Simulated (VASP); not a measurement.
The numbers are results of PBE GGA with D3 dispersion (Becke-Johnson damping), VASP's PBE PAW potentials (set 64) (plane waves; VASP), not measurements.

The input files of a VASP run:

### KPOINTS
```
Automatic mesh
0
Gamma
9 9 9
0 0 0
```

### INCAR
```
# general
SYSTEM =ZnSe
PREC   =Accurate
ENCUT  =520
LREAL  =.FALSE.
LASPH  =.TRUE.

# electronic loop
EDIFF  =1E-7
NELM   =100
ALGO   =Normal
LMAXMIX=4

# smearing
ISMEAR =-5

# functional
GGA    =PE
IVDW   =12

# ions
ISIF   =2

# output
LWAVE  =.FALSE.
LCHARG =.TRUE.
LORBIT =11
NEDOS  =601
```

### POSCAR
```
ZnSe
1.0
  0.0000000000   2.8303927732   2.8303927732
  2.8303927732   0.0000000000   2.8303927732
  2.8303927732   2.8303927732   0.0000000000
Zn Se
1 1
Cartesian
  5.6607855464   5.6607855464   5.6607855464
  1.4151963866   1.4151963866   1.4151963866
```

POTCAR, in this order: Zn Se (PBE.64 set). Program: vasp_std.

### Question
Predict the energy per atom (σ→0), dispersion energy, band gap (on the k-mesh).

### Answer

The energy per atom (σ→0) is -3.333 eV/atom, the dispersion energy comes out as -0.647 eV and the band gap (on the k-mesh) is 1.31 eV.

**OSZICAR**
```
...
DAV:   7    -0.601755128111E+01    0.17155E-01   -0.19735E-01   985   0.449E+00    0.157E+00
DAV:   8    -0.601771394510E+01   -0.16266E-03   -0.42459E-03  1135   0.676E-01    0.478E-01
DAV:   9    -0.601795511975E+01   -0.24117E-03   -0.11211E-03  1035   0.302E-01    0.686E-02
DAV:  10    -0.601804191235E+01   -0.86793E-04   -0.14189E-04  1013   0.118E-01    0.180E-02
DAV:  11    -0.601805506522E+01   -0.13153E-04   -0.31729E-05  1038   0.602E-02    0.594E-03
DAV:  12    -0.601805637162E+01   -0.13064E-05   -0.40335E-06  1045   0.194E-02    0.424E-03
DAV:  13    -0.601805636795E+01    0.36671E-08   -0.64111E-07   945   0.858E-03
   1 F= -.66651902E+01 E0= -.66651902E+01  d E =0.000000E+00
```

The compound is ZnSe in the zinc blende structure. It was relaxed first.
